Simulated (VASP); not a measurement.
Level of theory: PBE GGA + U (Dudarev), VASP's PBE PAW potentials (set 64) (plane waves; VASP).

VASP input:

KPOINTS:
```
Automatic mesh
0
Gamma
9 9 9
0 0 0
```

INCAR:
```
LWAVE = .FALSE.
LORBIT = 10
NELM = 100   ! most electronic steps
SIGMA = 0.1
LCHARG = .FALSE.
ENCUT = 400   ! plane-wave cut-off (eV)
LDAUL = -1 2
LDAUU = 0 4.0
LASPH = .TRUE.
EDIFF = 1E-6
LDAUTYPE = 2
LDAUJ = 0 0
ALGO = Normal   ! blocked Davidson
PREC = Accurate
GGA = PE   ! PBE
ISIF = 2
LDAU = .TRUE.
ISMEAR = 1   ! Methfessel-Paxton
LMAXMIX = 4
SYSTEM = NiSi2
LREAL = .FALSE.   ! projection in real space or not
LDAUPRINT = 1
```

POSCAR:
```
NiSi2
1
    0.0000000000     2.7050000000     2.7050000000
    2.7050000000     0.0000000000     2.7050000000
    2.7050000000     2.7050000000     0.0000000000
Si Ni
2 1
Direct
  0.2500000000   0.2500000000   0.2500000000
  0.7500000000   0.7500000000   0.7500000000
  0.0000000000   0.0000000000   0.0000000000
```

POTCAR, in this order: Si Ni (PBE.64 set). Program: vasp_std.

The run wrote:

OSZICAR:
```
       N       E                     dE             d eps       ncg     rms          rms(c)
DAV:   1     0.613895736243E+02    0.61390E+02   -0.68399E+03   918   0.114E+03
DAV:   2    -0.128064342899E+02   -0.74196E+02   -0.70705E+02   955   0.224E+02
DAV:   3    -0.159054588798E+02   -0.30990E+01   -0.30488E+01  1145   0.547E+01
DAV:   4    -0.159568180396E+02   -0.51359E-01   -0.51272E-01  1095   0.655E+00
DAV:   5    -0.159580352254E+02   -0.12172E-02   -0.12171E-02  1174   0.105E+00    0.130E+01
DAV:   6    -0.174072102094E+02   -0.14492E+01   -0.21217E+01  1031   0.118E+02    0.140E+01
DAV:   7    -0.149763820847E+02    0.24308E+01   -0.72947E+00  1095   0.797E+01    0.317E+00
DAV:   8    -0.149867237496E+02   -0.10342E-01   -0.74265E-01  1396   0.121E+01    0.221E+00
DAV:   9    -0.149466923111E+02    0.40031E-01   -0.15552E-01  1071   0.955E+00    0.346E-01
DAV:  10    -0.149473054687E+02   -0.61316E-03   -0.60545E-03  1070   0.675E-01    0.188E-01
DAV:  11    -0.149475474816E+02   -0.24201E-03   -0.44692E-04  1043   0.232E-01    0.199E-02
DAV:  12    -0.149475626733E+02   -0.15192E-04   -0.35888E-05  1356   0.103E-01    0.159E-02
DAV:  13    -0.149475625598E+02    0.11358E-06   -0.12464E-05  1020   0.632E-02    0.227E-03
DAV:  14    -0.149475626377E+02   -0.77916E-07   -0.66254E-07   755   0.100E-02
   1 F= -.14947563E+02 E0= -.14947375E+02  d E =-.563547E-03
```

**OUTCAR**
```
------------------------ aborting loop because EDIFF is reached ----------------------------------------
  FORCE on cell =-STRESS in cart. coord.  units (eV):
  Direction    XX          YY          ZZ          XY          YZ          ZX
  --------------------------------------------------------------------------------------
  Total       -0.1575869     -0.1575869     -0.1575869     -0.0000000     -0.0000000      0.0000000
  in kB       -6.3782117     -6.3782117     -6.3782117     -0.0000000     -0.0000000      0.0000000
  external PRESSURE =      -6.3782117 kB  Pullay stress =       0.0000000 kB
  volume of cell :       39.59
      direct lattice vectors                 reciprocal lattice vectors
     0.000000000  2.705000000  2.705000000    -0.184842884  0.184842884  0.184842884
     2.705000000  0.000000000  2.705000000     0.184842884 -0.184842884  0.184842884
     2.705000000  2.705000000  0.000000000     0.184842884  0.184842884 -0.184842884
 POSITION                                       TOTAL-FORCE (eV/Angst)
 -----------------------------------------------------------------------------------
      1.35250      1.35250      1.35250        -0.000000      0.000000     -0.000000
      4.05750      4.05750      4.05750         0.000000     -0.000000      0.000000
      0.00000      0.00000      0.00000        -0.000000     -0.000000     -0.000000
 -----------------------------------------------------------------------------------
    total drift:                               -0.000000     -0.000000      0.000000
  FREE ENERGIE OF THE ION-ELECTRON SYSTEM (eV)
  ---------------------------------------------------
  free  energy   TOTEN  =       -14.9475626377 eV

  energy  without entropy=      -14.9469990902  energy(sigma->0) =      -14.94737479

 total charge

# of ion       s       p       d       tot
------------------------------------------
    1        0.749   0.831   0.000   1.580
    2        0.749   0.831   0.000   1.580
    3        0.540   0.756   8.659   9.955
--------------------------------------------------
tot          2.037   2.418   8.659  13.115
```
(Selected blocks of OUTCAR.)

### OUTCAR
```
 val. band max:       10.1662919769   @ k =   0.2222   0.1111   0.0000

 cond. band min:      10.2514608254   @ k =  -0.4444   0.4444   0.1111


 Fermi energy:        10.2099009099

 k-point     1 :       0.0000    0.0000    0.0000
  band No.  band energies     occupation
      1      -3.4296      2.00000
      2       4.7790      2.00000
      3       4.7790      2.00000
      4       4.7790      2.00000
      5       6.2042      2.00000
      6       6.2042      2.00000
      7      10.0110      2.01657
      8      11.8587     -0.00000
      9      11.8587     -0.00000
     10      11.8587     -0.00000
     11      12.7885      0.00000
     12      12.7885      0.00000
     13      12.7885      0.00000

 k-point     2 :       0.1111    0.0000    0.0000
  band No.  band energies     occupation
      1      -3.2473      2.00000
      2       4.4594      2.00000
      3       4.8376      2.00000
      4       4.8376      2.00000
      5       6.1779      2.00000
      6       6.1779      2.00000
      7       9.5155      2.00000
      8      10.9824     -0.00000
      9      11.2519     -0.00000
     10      11.2519     -0.00000
     11      13.3223      0.00000
     12      13.3223      0.00000
     13      14.2553      0.00000

 k-point     3 :       0.2222    0.0000    0.0000
  band No.  band energies     occupation
      1      -2.7066      2.00000
      2       3.5805      2.00000
      3       4.9782      2.00000
      4       4.9782      2.00000
      5       6.1498      2.00000
      6       6.1498      2.00000
      7       8.0038      2.00000
      8      10.4159     -0.01313
      9      10.4159     -0.01313
     10      11.2984     -0.00000
     11      12.8555      0.00000
     12      12.8555      0.00000
     13      13.9700      0.00000

 k-point     4 :       0.3333    0.0000    0.0000
  band No.  band energies     occupation
      1      -1.8301      2.00000
      2       2.2902      2.00000
      3       5.0999      2.00000
...
```

The compound is NiSi2 in the fluorite structure. The cell was not relaxed at this level. The run is one of a series of settings (LDAU = .TRUE., LDAUJ = 0 0, LDAUL = -1 2, LDAUTYPE = 2, LDAUU = 0 4.0 against the base run), some of them coarse on purpose. The run is not spin-polarised, so no magnetic state was tried.
